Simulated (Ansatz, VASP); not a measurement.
## ZnAg in VASP and in Ansatz

```
CELL_PARAMETERS angstrom
3.14544 0.00000 0.00000
0.00000 3.14544 0.00000
0.00000 0.00000 3.14544
ATOMIC_POSITIONS crystal
Zn 0.50000 0.50000 0.50000
Ag 0.00000 0.00000 0.00000
```

Change from the starting cell: volume scaled by 0.99, PAW files.

Alike in both runs: task electric field gradients; functional LDA; k mesh 12 × 12 × 12; occupations fermi-dirac, width 0.03 eV; no spin polarisation.

```csv
,VASP,Ansatz
version,VASP 6.6.1,Ansatz 0.2.0
potentials or method,"VASP PAW LDA potentials, release 64 (Zn, Ag)","PAW with Ansatz's default frozen-core files, scalar-relativistic"
plane-wave cutoff (eV),520,420
valence electrons in the cell,23,31
```

|  | VASP | Ansatz | Ansatz less VASP |
| --- | --- | --- | --- |
| pressure (GPa) | -6.8 | -7.2 | -0.42 |
| Vzz of the field gradient on the site that differs most (V/Å²) | 0.0 | 0.0 | 0.00 |

The two sets of potentials don't hold the same shells in valence. Ansatz warned: «gradients_without_spin_orbit».
